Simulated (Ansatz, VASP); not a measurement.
# ZnCu in two plane-wave programs

One calculation is typed for both programs; each brings its own data sets and cutoff. How far apart do they land? The cell is a member of a volume series, scaled by 1.06 from a relaxed one, so a pressure remains.

Program: Ansatz 0.2.0. Level of theory: plane waves, with VASP 6.6.1 beside it; single point at r2SCAN. Results are calculated unless marked as measured.

### Step 1. Set-up

It takes space group Pm-3m (No. 221, cubic). The conventional cell has a = 2.977 Å, b = 2.977 Å, c = 2.977 Å, α = 90.00°, β = 90.00°, γ = 90.00°. Nearest to Zn lie 8 Cu at 2.58 Å. Cu has 8 Zn at 2.58 Å nearest. Farther neighbours are not listed.

Structure file:

```cif
data_structure
_symmetry_space_group_name_H-M 'Pm-3m'
_symmetry_Int_Tables_number 221
_cell_length_a 2.9772
_cell_length_b 2.9772
_cell_length_c 2.9772
_cell_angle_alpha 90.000
_cell_angle_beta 90.000
_cell_angle_gamma 90.000
_cell_volume 26.39
loop_
_atom_site_label
_atom_site_type_symbol
_atom_site_symmetry_multiplicity
_atom_site_Wyckoff_symbol
_atom_site_fract_x
_atom_site_fract_y
_atom_site_fract_z
_atom_site_occupancy
Zn1 Zn 1 b 0.50000 0.50000 0.50000 1
Cu1 Cu 1 a 0.00000 0.00000 0.00000 1
```

### Step 2. Ansatz: single point, r2SCAN, volume scaled by 1.06

Ansatz runs on its default PAW (the set named soft_2) files.

With cell and atoms fixed, the geometry can't cause a difference; cores, projectors, grids and the points listed under the comparison can.

File input.yaml:

```yaml
crystal:
  lattice:
    - [2.9772468176, 0.0, 0.0]
    - [0.0, 2.9772468176, 0.0]
    - [0.0, 0.0, 2.9772468176]
  atoms:
    - { symbol: Zn, position: [0.5, 0.5, 0.5] }
    - { symbol: Cu, position: [0.0, 0.0, 0.0] }
hamiltonian:
  xc: r2scan
  pseudopotentials: { kind: paw }
kpoints:
  mp_grid: { grid: [8, 8, 8] }
scf:
  occupations: { method: methfessel_paxton, width: 0.2 }
  n_extra_bands: 4
output:
  forces: true
  stress: true
  eigenvalues: true
  write_density: true
  write_potential: true
  elf: true
  volumetric_format: npy
```

On the command line:

```console
$ ansatz run input.yaml --threads 2 --pin off --max-ram 4608MiB --backend cpu --events-out ev --progress --plain --runs-dir out
```

Numbers of over 12 decimals in the logs are rounded to 6 here.

Log:

```text
scf.n_extra_bands = 4 over 16 filled bands (N_el = 31.0): the run solves 20 bands
Engine: ansatz 0.2.0, aarch64-unknown-linux-gnu
Pseudopotentials: kind: paw
Pseudopotential: Zn, paw, valence charge 12, recommended cutoff 500 eV (meta_gga), Zn.paw.azcp
Pseudopotential: Cu, paw, valence charge 19, recommended cutoff 500 eV (meta_gga), Cu.paw.azcp
Functional definition: r2SCAN
  parameter k0 = 0.174
  parameter k1 = 0.065
  parameter a1 = 4.9479
  exchange = r2scan_x(k0 = k0, k1 = k1, a1 = a1)
  correlation = r2scan_c
Crystal: 2 atoms, lattice volume = 26.390 Å³
Basis set: ecut = 500 eV, 691 PW (Γ), exchange–correlation on 96×96×96 points (64 copies of the dense FFT grid, shifted against one another)
Bands: 20, of which v1, the nominal top of the filled ones, is band 16 counted from 1 (15 counted from 0)
Symmetry: 48 space group operations
Space group: Pm-3m (ITA 221), of the structure as read, at distance tolerance 3.0e-5 Å
k-points: 35 of 512
Non-local potential: Zn, projectors of the file, l = 0: 2, l = 1: 2, l = 2: 3, l = 3: 1
Non-local potential: Cu, projectors of the file, l = 0: 3, l = 1: 2, l = 2: 3, l = 3: 1
PAW form: soft (Blöchl's): semilocal exchange-correlation on the pseudo side does not see the compensation charge
PAW frozen core: Zn, regenerated for the run's functional (the file was generated under x = pbe(κ = 0.804, μ = 0.219515), c = pbe(β = 0.066725))
PAW frozen core: Cu, regenerated for the run's functional (the file was generated under x = pbe(κ = 0.804, μ = 0.219515), c = pbe(β = 0.066725))
PAW one-centre angular grid: Zn, 590 points (default); XC on 261 of its mesh's 2673 points in the sphere
PAW one-centre angular grid: Cu, 590 points (default); XC on 160 Gauss nodes
Initial density: superposition of atomic densities (neutral atoms: chi_scale 0, normalization atom), corrected by the library's trained network
Initial wavefunctions: pseudopotential atomic-orbital guess
Functional: x = r2scan, c = r2scan; τ floored in thin density (d = 2e-4 eV/Å³)
SCF iter   1: F=—  HF=-9957.134142 eV  |F-HF|=—  |Δ(HF+E_count)|=         —  Δρ=3.41e-2  dr2=1.74e-1  dr2_τ=2.02e-3  ethr=1.77e-3  ⟨swp⟩=5.1  Hψ=2922  notcnv=0
preconditioner: auto → none  [insulator: Δε(μ)=0.268 eV  Ē_g=13.307 eV  σ=0.200 eV  W_gap=0.90  n_scr=6 (ndim 8)  ℏωp=34.7 eV  f_vac=0.000  D(μ)=0.50/eV (n_scr^D=0)  ε∞_Penn≈7.8]
SCF iter   2: F=—  HF=-9957.166819 eV  |F-HF|=—  |Δ(HF+E_count)|=   3.27e-2  S|Δr|=    0.00e0  Δρ=4.24e-2  dr2=2.99e-1  dr2_τ=1.65e-3  ethr=5.61e-4  ⟨swp⟩=2.4  Hψ=1614  notcnv=0  defer=17
SCF iter   3: F=—  HF=-9957.100414 eV  |F-HF|=—  |Δ(HF+E_count)|=   6.64e-2  S|Δr|=    0.00e0  Δρ=1.40e-3  dr2=2.59e-4  dr2_τ=6.32e-5  ethr=5.61e-4  ⟨swp⟩=2.0  Hψ=1076  notcnv=0  defer=17
SCF iter   4: F=—  HF=-9957.099749 eV  |F-HF|=—  |Δ(HF+E_count)|=   6.66e-4  S|Δr|=    0.00e0  Δρ=2.00e-3  dr2=4.91e-4  dr2_τ=6.49e-6  ethr=8.36e-7  ⟨swp⟩=2.2  Hψ=1473  notcnv=0  defer=17
SCF iter   5: F=—  HF=-9957.099792 eV  |F-HF|=—  |Δ(HF+E_count)|=   4.34e-5  S|Δr|=    0.00e0  Δρ=2.76e-4  dr2=1.59e-5  dr2_τ=1.23e-7  ethr=8.36e-7  ⟨swp⟩=2.1  Hψ=1051  notcnv=0  defer=17
SCF iter   6: F=—  HF=-9957.099792 eV  |F-HF|=—  |Δ(HF+E_count)|=   1.47e-7  S|Δr|=    0.00e0  Δρ=8.65e-5  dr2=9.94e-7  dr2_τ=4.76e-8  ethr=5.14e-8  ⟨swp⟩=2.0  Hψ=1015  notcnv=0  defer=17
SCF iter   7: F=-9957.099792 eV  HF=-9957.099792 eV  |F-HF|=2.68e-9  |Δ(HF+E_count)|=   2.53e-7  S|Δr|=    0.00e0  Δρ=2.12e-5  dr2=6.27e-8  dr2_τ=9.16e-10  ethr=3.23e-10  ⟨swp⟩=10.5  Hψ=5148  notcnv=0
SCF 1 converged in 7 iterations: F = -9957.099792 eV  dr2 = 6.27e-8
  Residual-converged pass: ⟨swp⟩=1.1  Hψ=842  notcnv=0  max |occ|·‖R‖ = 7.1e-9 eV (tolerance 1.0e-8 eV)  dr2=6.27e-8  dr2_τ=9.16e-10  dr2_onsite=1.41e-8  max |Δocc| = 7.7e-11
  greatest PAW one-centre occupation: 1.000 electrons in one spin orbital (limit 2), on the Cu atom at site 1 (counted from 0), in its partial waves of l = 0
SCF converged after 7 iterations
Stability not checked: this state was not tested for a lower state beside it, because cold or Methfessel-Paxton smearing, or corrected tetrahedra, fill the levels in a way that the test cannot read (fill_not_monotonic; see scf.lower_state_search)
Free energy (F): -9957.099792 eV
Harris-Foulkes:  -9957.099792 eV  (|F-HF|=2.68e-9)
Internal energy: -9957.099838 eV  (E = F + TS)
E sigma→0 (E₀):  -9957.099804 eV
Entropy (-TS):   0.000046 eV (0.023 meV/atom)
Fermi energy:    13.471506 eV
--- Per-component energies (eV) ---
  E_band       = -365.465769
  E_kinetic    = 429.798871
  E_local      = -5886.929866  (includes V_loc(G=0)·N_el)
  E_nonlocal   = 1011.057371
  E_hartree    = 2573.055774
  E_xc         = -207.900501
  E_vxc        = -178.796521  (∫ρ·V_xc dr)
  E_paw        = -3526.373896  (= ΣΔE_a)
  E_vpaw       = -898.831948  (= ΣTr[D̂ρ^β])
  E_aug_tail   = 0.000125  (compensation charges beyond the density's cutoff)
  E_vtau       = 12.141614  (kinetic-family band-sum trace: ∫τ·v_τ [+ j·A + Jᵃ·Aᵃ] dr)
  E_ewald      = -4349.323989
  E_core_change = -0.483727  (= ΣΔE_core)
  E_smearing   = 0.000046  (= −TS)
  E_closure    = 0.000000  (closes the sum)
  Σ components = -9957.099792   (vs F -9957.099792, Δ=0.00e0)
--- Forces (eV/Å), atoms counted from 1 ---
  atom   1  Zn     0.00000000     0.00000000    -0.00000000
  atom   2  Cu    -0.00000000     0.00000000     0.00000000
  max |Σ_I F_I| component: 6.61e-29 eV/Å
--- Stress (GPa, compression-positive) ---
       -6.615870      -0.000000       0.000000
        0.000000      -6.615870       0.000000
        0.000000       0.000000      -6.615870
  P = ⅓ Tr σ = -6.6159 GPa (-66.159 kbar)
--- Band table (eV; the first three rows and the last of 35) ---
  k-point 0: bands = [... 12 lower, 11.0024, 11.0024, 11.0024, 20.1868, 20.1868, 20.1868, 25.0406, 25.0406]
  k-point 1: bands = [... 12 lower, 10.9148, 10.9148, 10.9930, 17.9357, 20.6152, 20.6152, 25.1987, 25.8706]
  k-point 2: bands = [... 12 lower, 10.7186, 10.7186, 10.9700, 14.7355, 21.8255, 21.8255, 25.6847, 26.3950]
  k-point 34: bands = [... 12 lower, 11.2414, 11.2414, 17.8561, 18.1179, 18.1179, 18.1179, 18.3058, 18.3058]
```

Wall time 3.9 s (2 threads of Arm Neoverse N1, shared host); peak memory 0.37 GiB; 7.2 s of CPU time.

The column dr2 measures how far the density is from self-consistency, as an energy; F and HF (Harris–Foulkes) agree once it is small.

The run ends at a pressure of -6.62 GPa.

### Step 3. VASP: single point, r2SCAN, volume scaled by 1.06

The same cell, functional, mesh and smearing now go to VASP, with its own data sets and cutoff.

Lines of VASP's logs that name or quote its potential files are left out, and so is its time.

File INCAR:

```
SYSTEM = ZnCu
PREC = Accurate
ENCUT = 400
EDIFF = 1E-06
NELM = 100
ISMEAR = 1
SIGMA = 0.2
LREAL = .FALSE.
ALGO = Normal
METAGGA = R2SCAN
LASPH = .TRUE.
NBANDS = 17
LORBIT = 11
LWAVE = .FALSE.
LCHARG = .FALSE.
KPAR = 2
ISIF = 2
```

File POSCAR:

```
ZnCu
1.0
    2.9772468176      0.0000000000      0.0000000000
    0.0000000000      2.9772468176      0.0000000000
    0.0000000000      0.0000000000      2.9772468176
Zn Cu
1 1
Direct
    0.5000000000      0.5000000000      0.5000000000
    0.0000000000      0.0000000000      0.0000000000
```

File KPOINTS:

```
Automatic mesh
0
Gamma
8 8 8
0 0 0
```

PAW data sets: Zn and Cu (PBE family, release 64).

On the command line:

```console
$ mpirun -np 2 vasp_std
```

Log:

```text
[banner, memory and clock lines left out]
running    2 mpi-ranks, on    1 nodes
 distrk:  each k-point on    1 cores,    2 groups
 distr:  one band on    1 cores,    1 groups

 POSCAR found type information on POSCAR ZnCu
 POSCAR found :  2 types and       2 ions
|                                                                             |
|               ----> ADVICE to this user running VASP <----                  |
|                                                                             |
|     You enforced a specific xc type in the INCAR file but a different       |
|     [... a line on the potential file left out ...]
|     I HOPE YOU KNOW WHAT YOU ARE DOING!                                     |
|                                                                             |

 LDA part: xc-table for (None), standard interpolation
 POSCAR, INCAR and KPOINTS ok, starting setup
 FFT: planning ... GRIDC
 FFT: planning ... GRID_SOFT
 FFT: planning ... GRID
 WAVECAR not read
 entering main loop
       N       E                     dE             d eps       ncg     rms          rms(c)
DAV:   1     0.851858670045E+02    0.85186E+02   -0.99313E+03  1254   0.190E+03
DAV:   2    -0.204741457598E+02   -0.10566E+03   -0.10205E+03  1191   0.286E+02
DAV:   3    -0.239872601206E+02   -0.35131E+01   -0.34980E+01  1365   0.688E+01
DAV:   4    -0.240145785872E+02   -0.27318E-01   -0.27312E-01  1445   0.538E+00
DAV:   5    -0.240150445029E+02   -0.46592E-03   -0.46590E-03  1483   0.710E-01    0.932E+00
DAV:   6    -0.210470476590E+02    0.29680E+01   -0.20034E+01  1234   0.107E+02    0.689E+00
DAV:   7    -0.198958521359E+02    0.11512E+01   -0.34530E+00  1247   0.797E+01    0.251E+00
DAV:   8    -0.199149213003E+02   -0.19069E-01   -0.29226E-01  1618   0.951E+00    0.129E+00
DAV:   9    -0.199190666453E+02   -0.41453E-02   -0.10086E-02  1507   0.136E+00    0.348E-01
DAV:  10    -0.199172703780E+02    0.17963E-02   -0.78087E-03  1317   0.207E+00    0.758E-02
DAV:  11    -0.199174978758E+02   -0.22750E-03   -0.13851E-03  1702   0.681E-01    0.758E-02
DAV:  12    -0.199173915009E+02    0.10637E-03   -0.25958E-04  1397   0.376E-01    0.185E-02
DAV:  13    -0.199173916159E+02   -0.11507E-06   -0.20603E-05  1711   0.913E-02    0.440E-03
DAV:  14    -0.199173904990E+02    0.11169E-05   -0.11992E-06   748   0.222E-02    0.116E-03
DAV:  15    -0.199173900175E+02    0.48148E-06   -0.20982E-07   672   0.805E-03
   1 F= -.19917390E+02 E0= -.19917476E+02  d E =0.257876E-03
```

From OUTCAR (step 3):

```text
ion  position               nearest neighbor table
   1  0.500  0.500  0.500-   2 2.58   2 2.58   2 2.58   2 2.58   2 2.58   2 2.58   2 2.58   2 2.58

  LATTYP: Found a simple cubic cell.
 ALAT       =     2.9772468176

 Subroutine GETGRP returns: Found 48 space group operations
 (whereof 48 operations were pure point group operations)

The static configuration has the point symmetry O_h .

 Found     35 irreducible k-points:

   k-points           NKPTS =     35   k-points in BZ     NKDIM =     35   number of bands    NBANDS=     17

   dimension x,y,z NGX =    20 NGY =   20 NGZ =   20
   dimension x,y,z NGXF=    40 NGYF=   40 NGZF=   40

   ENCUT  =  400.0 eV  29.40 Ry    5.42 a.u.   4.86  4.86  4.86*2*pi/ulx,y,z

   NELECT =      23.0000    total number of electrons

 k-points in reciprocal lattice and weights: Automatic mesh
   0.00000000  0.00000000  0.00000000       0.002
   0.12500000  0.00000000  0.00000000       0.012
   0.25000000  0.00000000  0.00000000       0.012
   0.37500000  0.00000000  0.00000000       0.012
   0.50000000  0.00000000  0.00000000       0.006
   0.12500000  0.12500000  0.00000000       0.023
   0.25000000  0.12500000  0.00000000       0.047
   0.37500000  0.12500000  0.00000000       0.047
   0.50000000  0.12500000  0.00000000       0.023
[...]
0.50000000  0.50000000  0.37500000       0.012
   0.50000000  0.50000000  0.50000000       0.002

 average (electrostatic) potential at core
       1 -40.0459       2 -71.9909

 E-fermi :   4.8025

 k-point     1 :       0.0000    0.0000    0.0000
  band No.  band energies     occupation
    ...
      7       1.4465      2.00000
      8       1.4465      2.00000
      9       2.3035      2.00000
     10       2.3035      2.00000
     11       2.3035      2.00000
     12      11.5640      0.00000
     13      11.5640      0.00000
     14      11.5640      0.00000
     15      16.3718      0.00000
     16      16.3718      0.00000
    ...

 k-point     2 :       0.1250    0.0000    0.0000
  band No.  band energies     occupation
    ...
      7       1.4341      2.00000
      8       1.4684      2.00000
      9       2.2173      2.00000
     10       2.2173      2.00000
     11       2.2944      2.00000
     12       9.2925      0.00000
     13      11.9903      0.00000
     14      11.9903      0.00000
     15      16.5328      0.00000
     16      17.2273      0.00000
    ...

 k-point     3 :       0.2500    0.0000    0.0000
  band No.  band energies     occupation
    ...
      7       1.4033      2.00000
      8       1.4566      2.00000
      9       2.0240      2.00000
     10       2.0240      2.00000
     11       2.2726      2.00000
     12       6.0780     -0.00000
     13      13.1963      0.00000
     14      13.1963      0.00000
     15      17.0274      0.00000
     16      17.7664      0.00000
    ...

  Total       -1.1515456     -1.1515456     -1.1515456      0.0000000      0.0000000      0.0000000
  in kB      -69.9112741    -69.9112741    -69.9112741      0.0000000      0.0000000      0.0000000
  external PRESSURE =     -69.9112741 kB  Pullay stress =       0.0000000 kB

  energy-cutoff  :      400.00
  volume of cell :       26.39
      direct lattice vectors                 reciprocal lattice vectors
     2.977246818  0.000000000  0.000000000     0.335880786  0.000000000  0.000000000
     0.000000000  2.977246818  0.000000000     0.000000000  0.335880786  0.000000000
     0.000000000  0.000000000  2.977246818     0.000000000  0.000000000  0.335880786

 POSITION                                       TOTAL-FORCE (eV/Angst)
 -----------------------------------------------------------------------------------
      1.48862      1.48862      1.48862         0.000000      0.000000      0.000000
      0.00000      0.00000      0.00000         0.000000      0.000000      0.000000
 -----------------------------------------------------------------------------------
    total drift:                               -0.000000      0.000000     -0.000000

  FREE ENERGIE OF THE ION-ELECTRON SYSTEM (eV)
  ---------------------------------------------------
  free  energy   TOTEN  =       -19.9173900175 eV

  energy  without entropy=      -19.9176478930  energy(sigma->0) =      -19.91747598

 total charge
# of ion       s       p       d       tot
------------------------------------------
    1        0.569   0.501   9.744  10.814
    2        0.428   0.378   9.196  10.001
--------------------------------------------------
tot          0.997   0.878  18.939  20.815

[... 3 further parts left out ...]
```

This run has no spin polarisation. Its electron count is odd, so without a moment it is a metal by construction. The scan keeps the cell's shape and the fractional positions fixed.

### Step 4. Side by side

Known differences besides the potentials themselves: VASP keeps PBE cores, Ansatz makes them for the functional; the data sets hold 31 valence electrons in Ansatz (default PAW (the set named soft_2) files) and 23 in VASP; the cutoff is 500 eV in Ansatz and 400 eV in VASP. Total energies have different zeros and are not compared.

Compared:

```
                                        quantity  Ansatz   VASP  difference
                                  pressure (GPa)   -6.62  -6.99       +0.38
pressure without Ansatz's Pulay correction (GPa)   -6.68  -6.99       +0.31
```

Ansatz's pressure holds a Pulay correction of 0.06 GPa; VASP's holds none.

### Step 5. What came out

```
difference in pressure (single point, r2SCAN, volume scaled by 1.06) : 0.38 GPa
```

**Reading.** The difference in pressure is 0.38 GPa (single point, r2SCAN, volume scaled by 1.06), within the 1 GPa picked in this series as the mark of a large difference. Such differences can come from data sets, numerical settings and the points named under the comparisons, not from the functional's error against experiment.

[Lines on the potential files, build, host, timing and source positions are cut from VASP's logs without a mark.]

[Logs are printed without paths, hosts, clocks, repeated set-up lines and the standing remarks that a program may print on its own settings, such as how far it seeks lower states.]

[Hosts, paths, dates, database ids (printed as entryN), source tags and the programs' standing remarks are cut or masked in the printed files.]
